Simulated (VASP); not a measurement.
# BeCr3 (Pm-3m) in VASP: settings compared, part 2 of 2

VASP 6.6.1.

## (4) Relaxation of cell and atoms, PBEsol+U, collinear spin, ferromagnetic start

Contents of INCAR:

```
SYSTEM = BeCr3
ALGO = Normal
EDIFF = 1E-6
EDIFFG = -0.02
ENCUT = 600
GGA = PS
IBRION = 2
ISIF = 3
ISMEAR = -1
ISPIN = 2
LASPH = .TRUE.
LCHARG = .FALSE.
LDAU = .TRUE.
LDAUJ = 0 0
LDAUL = 2 -1
LDAUPRINT = 1
LDAUTYPE = 2
LDAUU = 2 0
LMAXMIX = 4
LORBIT = 11
LREAL = .FALSE.
LWAVE = .FALSE.
MAGMOM = 3 3 3 0
NELM = 150
NSW = 40
PREC = Accurate
SIGMA = 0.05
```

Contents of KPOINTS:

```
k-points
0
G
  6 6 6
  0 0 0
```

Contents of POSCAR:

```
BeCr3
1.0
    3.5112140000      0.0000000000      0.0000000000
    0.0000000000      3.5112140000      0.0000000000
    0.0000000000      0.0000000000      3.5112140000
Cr Be
3 1
Direct
    0.5000000000      0.5000000000      0.0000000000
    0.5000000000      0.0000000000      0.5000000000
    0.0000000000      0.5000000000      0.5000000000
    0.0000000000      0.0000000000      0.0000000000
```

Potentials or basis: VASP PAW PBE potentials, release 64 (Cr_pv, Be).

On the command line:

```sh
cat potpaw_PBE.64/Cr_pv/POTCAR potpaw_PBE.64/Be/POTCAR > POTCAR
mpirun -np 1 vasp_std > vasp.out
```

OUTCAR:

```text
SYSTEM = BeCr3
   EDIFF = 1E-6
   EDIFFG = -0.02
   ENCUT = 600
   GGA = PS
   IBRION = 2
   ISIF = 3
   ISMEAR = -1
   ISPIN = 2
   LASPH = .TRUE.
   LORBIT = 11
   LREAL = .FALSE.
   NELM = 150
   NSW = 40
   PREC = Accurate

 ion  position               nearest neighbor table
   1  0.500  0.500  0.000-   2 2.48   3 2.48   4 2.48   2 2.48   3 2.48   2 2.48   4 2.48   2 2.48
                             3 2.48   4 2.48   3 2.48   4 2.48
   2  0.500  0.000  0.500-   1 2.48   3 2.48   4 2.48   1 2.48   4 2.48   1 2.48   3 2.48   1 2.48
                             3 2.48   4 2.48   4 2.48   3 2.48
   3  0.000  0.500  0.500-   1 2.48   2 2.48   4 2.48   1 2.48   4 2.48   2 2.48   4 2.48   4 2.48
                             1 2.48   2 2.48   1 2.48   2 2.48
   4  0.000  0.000  0.000-   1 2.48   2 2.48   3 2.48   2 2.48   3 2.48   1 2.48   3 2.48   3 2.48
                             1 2.48   2 2.48   2 2.48   1 2.48

  LATTYP: Found a simple cubic cell.
 ALAT       =     3.5112140000

  Lattice vectors:

 A1 = (   3.5112140000,   0.0000000000,   0.0000000000)
 A2 = (   0.0000000000,   3.5112140000,   0.0000000000)
[... 1622 lines left out ...]
  o =  0.5539  v =  0.0000  0.0000  0.0000  0.0000  0.0000  0.0000  0.0000  0.0000  1.0000 -0.0000      0.0000  0.0000  0.0000  0.0000  0.0000  0.0000  0.0000  0.0000  0.0000  0.0000
  o =  0.5539  v =  0.0000  0.0000  0.0000  0.0000  0.0000  1.0000  0.0000  0.0000  0.0000  0.0000      0.0000  0.0000  0.0000  0.0000  0.0000  0.0000  0.0000  0.0000  0.0000  0.0000
  o =  0.5539  v =  0.0000 -0.0000  0.0000  1.0000  0.0000  0.0000  0.0000  0.0000  0.0000  0.0000      0.0000  0.0000  0.0000  0.0000  0.0000  0.0000  0.0000  0.0000  0.0000  0.0000
  o =  0.5539  v =  1.0000  0.0000  0.0000  0.0000  0.0000  0.0000  0.0000  0.0000  0.0000  0.0000      0.0000  0.0000  0.0000  0.0000  0.0000  0.0000  0.0000  0.0000  0.0000  0.0000

 number of electron      38.0000012 magnetization      -0.0000097

 Free energy of the ion-electron system (eV)
  ---------------------------------------------------
  ext. energy  EPLUGINS =         0.00000000
  ---------------------------------------------------
  free energy    TOTEN  =       -27.16938790 eV

  energy without entropy =      -27.14697592  energy(sigma->0) =      -27.15818191

 E-fermi :  10.1598     XC(G=0): -13.2643

 val. band max:       10.1487508126   @ k =   0.5000   0.0000   0.0000
 cond. band min:      10.1967199098   @ k =   0.3333   0.3333   0.0000
 fundamental gap:      0.0479690972
 Fermi energy:        10.1597943306

 spin component 1

 k-point     1 :       0.0000    0.0000    0.0000
  band No.  band energies     occupation
      1     -33.2490      1.00000
      2     -33.2490      1.00000
      3     -33.2490      1.00000
      4     -32.7459      1.00000
      5     -32.7459      1.00000
      6     -32.7459      1.00000
[... 1263 lines left out ...]
  FREE ENERGIE OF THE ION-ELECTRON SYSTEM (eV)
  ---------------------------------------------------
  free  energy   TOTEN  =       -27.1693879020 eV

  energy  without entropy=      -27.1469759157  energy(sigma->0) =      -27.15818191

 reached required accuracy - stopping structural energy minimisation

 total charge

# of ion       s       p       d       tot
------------------------------------------
    1        0.429   6.404   4.266  11.099
    2        0.429   6.404   4.266  11.099
    3        0.429   6.404   4.266  11.099
    4        0.452   0.759   0.000   1.211
--------------------------------------------------
tot          1.741  19.971  12.797  34.508

 magnetization (x)

# of ion       s       p       d       tot
------------------------------------------
    1        0.000  -0.000   0.000   0.000
    2        0.000  -0.000   0.000   0.000
    3        0.000  -0.000   0.000   0.000
    4        0.000  -0.000   0.000  -0.000
--------------------------------------------------
tot          0.000  -0.000   0.000   0.000
```

CONTCAR:

```text
BeCr3
   1.00000000000000
     3.4804627531656149   -0.0000000000000000    0.0000000000000000
     0.0000000000000000    3.4804627531656149    0.0000000000000000
    -0.0000000000000000   -0.0000000000000000    3.4804627531656149
  Cr              Be
     3     1
Direct
     0.5000000000000000    0.5000000000000000    0.0000000000000000
     0.5000000000000000    0.0000000000000000    0.5000000000000000
     0.0000000000000000    0.5000000000000000    0.5000000000000000
     0.0000000000000000    0.0000000000000000    0.0000000000000000

  0.00000000E+00  0.00000000E+00  0.00000000E+00
  0.00000000E+00  0.00000000E+00  0.00000000E+00
  0.00000000E+00  0.00000000E+00  0.00000000E+00
  0.00000000E+00  0.00000000E+00  0.00000000E+00
```

It took 54 s on 1 thread of Intel Xeon 6975P-C (Granite Rapids), shared host; peak memory 0.2 GiB.

What came out:

```
Free energy                                           : -27.1694 eV
Relaxed volume                                        : 10.54 Å³/atom
Relaxed cell                                          : a = 3.480 Å, b = 3.480 Å, c = 3.480 Å, α = 90.00°, β = 90.00°, γ = 90.00°
Space group after relaxing (to 0.05 Å)                : Pm-3m (No. 221)
Energy gained by relaxing                             : 5.1 meV/atom
Ionic steps                                           : 3
Pressure after relaxing                               : 0.0 GPa
Band gap on the k mesh                                : none (metal or under the smearing width)
Net moment                                            : 0.00 μB per cell
Valence electrons inside the program's atomic spheres : Cr 11.10; Be 1.21
```

Step by step:
```
step  energy change (eV)  largest force (eV/Å)  pressure (GPa)  volume (Å³)
   1              0.0000                0.0000           -5.66        43.29
   2              0.0056                0.0000            7.06        40.94
   3             -0.0206                0.0000           -0.03        42.16
```

Final structure:
```xyz
4
Lattice="3.4805 0.0000 0.0000 0.0000 3.4805 0.0000 0.0000 0.0000 3.4805" Properties=species:S:1:pos:R:3 pbc="T T T"
Cr    1.7402    1.7402    0.0000
Cr    1.7402    0.0000    1.7402
Cr    0.0000    1.7402    1.7402
Be    0.0000    0.0000    0.0000
```

Eigenvalues of the final occupation matrices:
```
    site  spin  trace               eigenvalues
site 1 d     1   2.15  0.27 0.35 0.43 0.55 0.55
site 1 d     2   2.15  0.27 0.35 0.43 0.55 0.55
site 2 d     1   2.15  0.26 0.35 0.43 0.55 0.55
site 2 d     2   2.15  0.26 0.35 0.43 0.55 0.55
site 3 d     1   2.15  0.26 0.35 0.43 0.55 0.55
site 3 d     2   2.15  0.26 0.35 0.43 0.55 0.55
```

Caveat: the starting moments collapsed, and a magnetic state may lie lower; the PAW data sets were made with another functional, which shifts forces and pressure a little; the U is typed as a test and isn't derived for this compound. The state reached can hang on the start; a lower one may exist.

## (5) For comparison

An earlier run on the cell as given: functional PBE; potentials or basis VASP PAW PBE potentials, release 64 (Cr_pv, Be); cutoff 520 eV; k mesh 8 × 8 × 8; occupations fermi-dirac, width 0.05 eV; collinear spin, ferromagnetic start; starting moments [3.0, 3.0, 3.0, 0.0] μB.

- Pressure: -0.9 GPa
- Band gap on the k mesh: none (metal or under the smearing width)
- Net moment: 0.00 μB per cell
- Valence electrons inside the program's atomic spheres: Cr 11.05; Be 1.17
